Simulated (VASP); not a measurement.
## How plane-wave cutoff and k-mesh change a VASP run on ZrB2

How sensitive are energy and pressure of ZrB2 to the plane-wave cutoff and k-mesh? The series runs use r2SCAN. The plane-wave cutoff tried: ENCUT = 190; ENCUT = 240; ENCUT = 290; ENCUT = 320; ENCUT = 370; ENCUT = 410; ENCUT = 510; ENCUT = 640. The k-mesh tried: 2 2 2; 3 3 3; 4 4 3; 6 6 4; 7 7 6; 10 10 8; 12 12 9; 15 15 12. The start is a cell from a database of measured crystal structures.

Main program and level: VASP 6.6.1; r2SCAN; plane waves and PAW (Zr_sv, B).

Report form: the programs' logs are mostly left out.

### 1. Starting point

Symmetry: P6/mmm, No. 191, hexagonal system. Conventional cell: a = 3.170 Å, b = 3.170 Å, c = 3.533 Å, α = 90.00°, β = 90.00°, γ = 120.00°. Nearest to Zr lie 12 B at 2.54 Å. Nearest to B lie 3 B at 1.83 Å and 6 Zr at 2.54 Å. Farther neighbours are not listed.

### 2. Plane-wave cutoff: ENCUT = 190

The basis grows with ENCUT, and energy and stress both move with it. r2SCAN adds the kinetic-energy density, costs more than a GGA and is run with LASPH.

Contents of INCAR:

```
SYSTEM = ZrB2
PREC = Accurate
ENCUT = 190
EDIFF = 1E-06
NELM = 100
ISMEAR = -1
SIGMA = 0.05
LREAL = .FALSE.
ALGO = Normal
METAGGA = R2SCAN
LASPH = .TRUE.
NBANDS = 15
LORBIT = 11
LWAVE = .FALSE.
LCHARG = .FALSE.
KPAR = 4
ISIF = 2
```

Contents of POSCAR:

```
ZrB2
1.0
    3.1700000000      0.0000000000      0.0000000000
   -1.5850000000      2.7453005300      0.0000000000
    0.0000000000      0.0000000000      3.5330000000
Zr B
1 2
Direct
    0.0000000000      0.0000000000      0.0000000000
    0.3333333333      0.6666666667      0.5000000000
    0.6666666667      0.3333333333      0.5000000000
```

Contents of KPOINTS:

```
Automatic mesh
0
Gamma
10 10 8
0 0 0
```

PAW data sets: Zr_sv and B (PBE family, release 64).

Started as:

```bash
> mpirun -np 4 vasp_std
```

Elapsed: 9.6 s, on 4 MPI ranks of AMD EPYC 7R43, shared host; peak memory 0.3 GiB.

The PAW data sets were made with PBE, which is usual practice but a small mismatch for other functionals.

Numbers from this step:

- SCF cycles: 15
- electrons: 18
- bands: 15
- irreducible k-points: 70
- symmetry operations: 24
- free energy (TOTEN): -40.13 eV
- energy at zero smearing: -40.13 eV
- Fermi energy: 10.65 eV
- pressure: -30.35 GPa
- metallic: yes

The series starts at -13.3774 eV an atom and -30.35 GPa, after 15 cycles in 9.6 s.

### 3. Plane-wave cutoff: ENCUT = 240

Edit INCAR of step 2 so:

```diff
@@ -2,3 +2,3 @@
 PREC = Accurate
-ENCUT = 190
+ENCUT = 240
 EDIFF = 1E-06
```

POSCAR is that of step 2.

KPOINTS is that of step 2.

Started as:

```bash
> mpirun -np 4 vasp_std
```

Run time: 9.8 s. Hardware: 4 MPI ranks; peak memory 0.33 GiB; 37 s of CPU time.

Against the run before the energy moves by -134.70 meV an atom and the pressure by +26.56 GPa, after 12 cycles in 9.8 s.

### 4. Plane-wave cutoff: ENCUT = 290

Edit INCAR of step 3 so:

```diff
@@ -2,3 +2,3 @@
 PREC = Accurate
-ENCUT = 240
+ENCUT = 290
 EDIFF = 1E-06
```

POSCAR is that of step 3.

KPOINTS is that of step 3.

Started as:

```bash
> mpirun -np 4 vasp_std
```

Run time: 14 s. Hardware: 4 MPI ranks; peak memory 0.4 GiB; 54 s of CPU time.

Against the run before the energy moves by -27.18 meV an atom and the pressure by +3.14 GPa, after 12 cycles in 14 s.

### 5. Plane-wave cutoff: ENCUT = 320

Edit INCAR of step 4 so:

```diff
@@ -2,3 +2,3 @@
 PREC = Accurate
-ENCUT = 290
+ENCUT = 320
 EDIFF = 1E-06
```

POSCAR is that of step 4.

KPOINTS is that of step 4.

Started as:

```bash
> mpirun -np 4 vasp_std
```

Wall time 16 s (4 MPI ranks); peak memory 0.38 GiB; 61 s of CPU time.

Against the run before the energy moves by -4.91 meV an atom and the pressure by +0.59 GPa, after 12 cycles in 16 s.

### 6. Plane-wave cutoff: ENCUT = 370

Edit INCAR of step 5 so:

```diff
@@ -2,3 +2,3 @@
 PREC = Accurate
-ENCUT = 320
+ENCUT = 370
 EDIFF = 1E-06
```

POSCAR is that of step 5.

KPOINTS is that of step 5.

Started as:

```bash
> mpirun -np 4 vasp_std
```

It took 18 s on 4 MPI ranks; peak memory 0.41 GiB.

Against the run before the energy moves by +0.50 meV an atom and the pressure by +0.64 GPa, after 12 cycles in 18 s.

### 7. Plane-wave cutoff: ENCUT = 410

Edit INCAR of step 6 so:

```diff
@@ -2,3 +2,3 @@
 PREC = Accurate
-ENCUT = 370
+ENCUT = 410
 EDIFF = 1E-06
```

POSCAR is that of step 6.

KPOINTS is that of step 6.

Started as:

```bash
> mpirun -np 4 vasp_std
```

Wall time 24 s (4 MPI ranks); peak memory 0.45 GiB; 90 s of CPU time.

Against the run before the energy moves by -0.05 meV an atom and the pressure by +0.26 GPa, after 12 cycles in 24 s.

### 8. Plane-wave cutoff: ENCUT = 510

Edit INCAR of step 7 so:

```diff
@@ -2,3 +2,3 @@
 PREC = Accurate
-ENCUT = 410
+ENCUT = 510
 EDIFF = 1E-06
```

POSCAR is that of step 7.

KPOINTS is that of step 7.

Started as:

```bash
> mpirun -np 4 vasp_std
```

It took 27 s on 4 MPI ranks; peak memory 0.54 GiB; 1.7 min of CPU time.

Against the run before the energy moves by -0.30 meV an atom and the pressure by +0.05 GPa, after 12 cycles in 27 s.

### 9. Plane-wave cutoff: ENCUT = 640

Edit INCAR of step 8 so:

```diff
@@ -2,3 +2,3 @@
 PREC = Accurate
-ENCUT = 510
+ENCUT = 640
 EDIFF = 1E-06
```

POSCAR is that of step 8.

KPOINTS is that of step 8.

Started as:

```bash
> mpirun -np 4 vasp_std
```

The job ended after 37 s (4 MPI ranks; peak memory 0.66 GiB).

Against the run before the energy moves by -0.34 meV an atom while the pressure stays within 0.01 GPa, after 12 cycles in 37 s.

### 10. The plane-wave cutoff series as a table

This step: convergence of r2SCAN results with the cutoff; plane waves and PAW (VASP 6.6.1).

No new run; the numbers come from the runs before.

Differences are taken from the run with ENCUT = 640. Results of the series, by row:

```tsv
setting	status	energy less the reference (meV/atom)	pressure (GPa)	SCF cycles	wall time (s)
ENCUT = 190	converged	167	-30.35	15	9.6
ENCUT = 240	converged	32.28	-3.787	12	9.8
ENCUT = 290	converged	5.103	-0.6471	12	14
ENCUT = 320	converged	0.1898	-0.05764	12	16
ENCUT = 370	converged	0.6922	0.58	12	18
ENCUT = 410	converged	0.6414	0.8402	12	24
ENCUT = 510	converged	0.3406	0.8914	12	27
ENCUT = 640	converged	0	0.8892	12	37
```

### 11. K-mesh: 2 2 2

This step: r2SCAN; plane waves and PAW (Zr_sv, B) (VASP 6.6.1).

The sum over the zone converges with the mesh, fast for insulators and slowly for metals.

Edit INCAR of step 9 so:

```diff
@@ -2,3 +2,3 @@
 PREC = Accurate
-ENCUT = 640
+ENCUT = 420
 EDIFF = 1E-06
@@ -15,3 +15,3 @@
 LCHARG = .FALSE.
-KPAR = 4
+NCORE = 4
 ISIF = 2
```

POSCAR is that of step 9.

Contents of KPOINTS:

```
Automatic mesh
0
Gamma
2 2 2
0 0 0
```

Started as:

```bash
> mpirun -np 4 vasp_std
```

Elapsed: 5 s, on 4 MPI ranks; peak memory 0.32 GiB; 18 s of CPU time.

Numbers from this step:

| Quantity | Value |
| --- | --- |
| SCF cycles | 13 |
| irreducible k-points | 4 |
| free energy (TOTEN) | -40.04 eV |
| energy at zero smearing | -40.04 eV |
| Fermi energy | 11.03 eV |
| pressure | 0.8553 GPa |

The series starts at -13.3451 eV an atom and 0.86 GPa, after 13 cycles in 5 s.

### 12. K-mesh: 3 3 3

Edit INCAR of step 11 so:

```diff
@@ -15,3 +15,4 @@
 LCHARG = .FALSE.
-NCORE = 4
+KPAR = 2
+NCORE = 2
 ISIF = 2
```

POSCAR is that of step 11.

Contents of KPOINTS:

```
Automatic mesh
0
Gamma
3 3 3
0 0 0
```

Started as:

```bash
> mpirun -np 4 vasp_std
```

Elapsed: 5.2 s, on 4 MPI ranks; peak memory 0.36 GiB; 19 s of CPU time.

Against the run before the energy moves by -210.52 meV an atom and the pressure by -0.68 GPa, after 12 cycles in 5.2 s.

### 13. K-mesh: 4 4 3

Edit INCAR of step 12 so:

```diff
@@ -15,4 +15,3 @@
 LCHARG = .FALSE.
-KPAR = 2
-NCORE = 2
+KPAR = 4
 ISIF = 2
```

POSCAR is that of step 12.

Contents of KPOINTS:

```
Automatic mesh
0
Gamma
4 4 3
0 0 0
```

Started as:

```bash
> mpirun -np 4 vasp_std
```

It took 6.8 s on 4 MPI ranks; peak memory 0.39 GiB; 24 s of CPU time.

Against the run before the energy moves by +26.43 meV an atom and the pressure by +0.86 GPa, after 12 cycles in 6.8 s.

### 14. K-mesh: 6 6 4

INCAR is that of step 13.

POSCAR is that of step 13.

Contents of KPOINTS:

```
Automatic mesh
0
Gamma
6 6 4
0 0 0
```

Started as:

```bash
> mpirun -np 4 vasp_std
```

The job ended after 11 s (4 MPI ranks; peak memory 0.4 GiB; 40 s of CPU time).

Against the run before the energy moves by +0.83 meV an atom and the pressure by +0.04 GPa, after 12 cycles in 11 s.

### 15. K-mesh: 7 7 6

INCAR is that of step 14.

POSCAR is that of step 14.

Contents of KPOINTS:

```
Automatic mesh
0
Gamma
7 7 6
0 0 0
```

Started as:

```bash
> mpirun -np 4 vasp_std
```

Elapsed: 13 s, on 4 MPI ranks; peak memory 0.44 GiB; 49 s of CPU time.

Against the run before the energy moves by -13.79 meV an atom and the pressure by -0.17 GPa, after 12 cycles in 13 s.

### 16. K-mesh: 10 10 8

INCAR is that of step 15.

POSCAR is that of step 15.

Contents of KPOINTS:

```
Automatic mesh
0
Gamma
10 10 8
0 0 0
```

Started as:

```bash
> mpirun -np 4 vasp_std
```

Wall time 23 s (4 MPI ranks); peak memory 0.49 GiB; 90 s of CPU time.

Against the run before the energy moves by -1.66 meV an atom and the pressure by -0.02 GPa, after 12 cycles in 23 s.

### 17. K-mesh: 12 12 9

INCAR is that of step 16.

POSCAR is that of step 16.

Contents of KPOINTS:

```
Automatic mesh
0
Gamma
12 12 9
0 0 0
```

Started as:

```bash
> mpirun -np 4 vasp_std
```

Wall time 30 s (4 MPI ranks); peak memory 0.52 GiB.

Against the run before the energy moves by -2.52 meV an atom and the pressure by -0.05 GPa, after 12 cycles in 30 s.

### 18. K-mesh: 15 15 12

INCAR is that of step 17.

POSCAR is that of step 17.

Contents of KPOINTS:

```
Automatic mesh
0
Gamma
15 15 12
0 0 0
```

Started as:

```bash
> mpirun -np 4 vasp_std
```

Wall time 53 s (4 MPI ranks); peak memory 0.63 GiB.

Against the run before the energy moves by +1.06 meV an atom and the pressure by +0.02 GPa, after 12 cycles in 53 s.

### 19. The k-mesh series as a table

This step: convergence of r2SCAN results with the mesh; plane waves and PAW (VASP 6.6.1).

No new run; the numbers come from the runs before.

Differences are taken from the run with 15 15 12. Results of the series, by row:

```tsv
setting	status	energy less the reference (meV/atom)	pressure (GPa)	SCF cycles	wall time (s)
2 2 2	converged	200.2	0.8553	13	5
3 3 3	converged	-10.35	0.1727	12	5.2
4 4 3	converged	16.08	1.035	12	6.8
6 6 4	converged	16.91	1.072	12	10.6
7 7 6	converged	3.121	0.9003	12	13
10 10 8	converged	1.459	0.8774	12	23
12 12 9	converged	-1.062	0.8241	12	30
15 15 12	converged	0	0.8428	12	53
```

### 20. Outcome

- plane-wave cutoff from which the energy stays within 10 meV/atom of the reference: ENCUT = 290
- plane-wave cutoff from which the energy stays within 1 meV/atom of the reference: ENCUT = 320
- plane-wave cutoff from which the pressure stays within 0.2 GPa of the reference: ENCUT = 410
- spread of the pressure over the plane-wave cutoff: 31.2 GPa
- spread of the energy over the plane-wave cutoff: 167 meV/atom
- k-mesh from which the energy stays within 10 meV/atom of the reference: 7 7 6
- k-mesh from which the energy stays within 1 meV/atom of the reference: none before the reference itself
- k-mesh from which the pressure stays within 0.2 GPa of the reference: 7 7 6
- spread of the pressure over the k-mesh: 0.900 GPa
- spread of the energy over the k-mesh: 211 meV/atom

**Reading.** From ENCUT = 320 on, the energy stays within 1 meV an atom of the reference, at 43 % of its time. The pressure holds within 0.2 GPa from ENCUT = 410 on. These cutoffs are 0.6 to 2 times the default of the data sets, about 320 eV; at the default the run is off by +0.2 meV an atom, -0.95 GPa, and at 1.3 times by +0.6 meV an atom, -0.05 GPa. Energy differences between like cells converge faster than these totals. No run before the reference (15 15 12) settles within 1 meV an atom of it; the nearest step is off by -1.1 meV an atom, -0.02 GPa. The pressure holds within 0.2 GPa from 7 7 6 on. The energy swings above and below the reference, since the sum over k-points is not variational. A metal's Fermi surface slows this convergence. Differences are taken from the run with ENCUT = 640, which is itself not the exact limit. Forces vanish by symmetry in this cell, so the series can't test them. The runs at ENCUT = 190; ENCUT = 240 are over 30 meV an atom or 2 GPa off and describe the material poorly. The run at 2 2 2 is over 30 meV an atom or 2 GPa off and describes the material poorly.

[Lines on the potential files, build, host, timing and source positions are cut from VASP's logs without a mark.]

[Logs are printed without paths, hosts, clocks, repeated set-up lines and the standing remarks that a program may print on its own settings, such as how far it seeks lower states.]

[Hosts, paths, dates, database ids (printed as entryN), source tags and the programs' standing remarks are cut or masked in the printed files.]

[A measured line is paired with the nearest computed mode of its activity, which favours agreement.]
